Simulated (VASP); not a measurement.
The input files of a VASP run:

**INCAR**
```
! general
SYSTEM   =  Co
PREC     =  Accurate
ENCUT    =  480
LREAL    =  .False.
LASPH    =  .True.

! electronic loop
EDIFF    =  1E-7
NELM     =  100
ALGO     =  Normal
LMAXMIX  =  4

! smearing
ISMEAR   =  1
SIGMA    =  0.1

! functional
GGA      =  PS

! spin
ISPIN    =  2
MAGMOM   =  1.6 1.6

! ions
ISIF     =  2

! output
LWAVE    =  .False.
LCHARG   =  .False.
LORBIT   =  10
```

File POSCAR:
```
Co
2.4540970
  0.4999999532  -0.8660254127   0.0000000000
  0.4999999532   0.8660254127   0.0000000000
  0.0000000000   0.0000000000   1.6129072264
Co
2
Cart
  0.4999999532   0.2886757149   0.4032268066
  0.4999999532  -0.2886757149   1.2096804198
```

### KPOINTS
```
K-points
0
gamma
 16 16 8
```

POTCAR, in this order: Co (PBE.64 set). Program: vasp_std.

### Question
Translate this PBEsol calculation to Ansatz.

### Answer
One equivalent input (not run):
Ansatz 0.2 input:
```yaml
crystal:
  lattice:
    - [1.2270484, -2.1253104, 0.0000000]
    - [1.2270484, 2.1253104, 0.0000000]
    - [0.0000000, 0.0000000, 3.9582308]
  atoms:
    - { symbol: Co, position: [0.3333330, 0.6666670, 0.2500000], spin: 1.6 }
    - { symbol: Co, position: [0.6666670, 0.3333330, 0.7500000], spin: 1.6 }
kpoints:
  mp_grid: { grid: [16, 16, 8] }
hamiltonian:
  xc: pbesol
  pseudopotentials: { kind: paw }
magnetization: { spin_polarized: true }
scf:
  occupations: { method: methfessel_paxton, width: 0.1 }
  max_iter: 100
output: { forces: true, stress: true, eigenvalues: true }
```
The two are equivalent in intent, not identical: each code has its own PAW files, so the cut-off isn't converted (ENCUT is set for VASP's; basis.ecutwfc is left out, and Ansatz then takes the one that its files recommend); Ansatz stops its SCF on the density residual and VASP on the energy change (EDIFF).

The compound is Co in the hcp structure. It was relaxed first, which changed the volume by -7 %.
